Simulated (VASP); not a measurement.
Elastic constants (GPa) of a crystal from LDA (Ceperley-Alder, Perdew-Zunger), VASP's LDA PAW potentials (set 64) in VASP:

|  | xx | yy | zz | yz | xz | xy |
|---|---|---|---|---|---|---|
| xx | 82.6 | 62.9 | 62.9 | 0.0 | 0.0 | 0.0 |
| yy | 62.9 | 82.6 | 62.9 | 0.0 | 0.0 | 0.0 |
| zz | 62.9 | 62.9 | 82.6 | 0.0 | 0.0 | 0.0 |
| yz | 0.0 | 0.0 | 0.0 | 27.3 | 0.0 | 0.0 |
| xz | 0.0 | 0.0 | 0.0 | 0.0 | 27.3 | 0.0 |
| xy | 0.0 | 0.0 | 0.0 | 0.0 | 0.0 | 27.3 |

**Question.** Work out the Voigt, Reuss and Hill moduli, Young's modulus and Poisson's ratio.

**Answer.** All eigenvalues are positive (smallest 19.7 GPa), so the crystal is stable. K_V = (C11+C22+C33+2(C12+C13+C23))/9 = (247.8 + 2×188.7)/9 = 69.5 GPa; G_V = (247.8 − 188.7 + 3×81.9)/15 = 20.3 GPa. From the compliances, K_R = 69.5 GPa and G_R = 16.0 GPa. Hill: K = 69.5 GPa, G = 18.1 GPa, E = 9KG/(3K+G) = 50.1 GPa, ν = (3K−2G)/(2(3K+G)) = 0.380. K/G = 3.83, above Pugh's 1.75; universal anisotropy A^U = 1.36.

**Question.** With a density of 5.02 g/cm³, what are the mean sound speeds?

**Answer.** v_l = √((K+4G/3)/ρ) = 4.32 km/s and v_t = √(G/ρ) = 1.90 km/s. The crystal is CdS (zinc blende), cubic.

The compound is CdS in the zinc blende structure, a metastable form; wurtzite is the usual one. It was relaxed first.
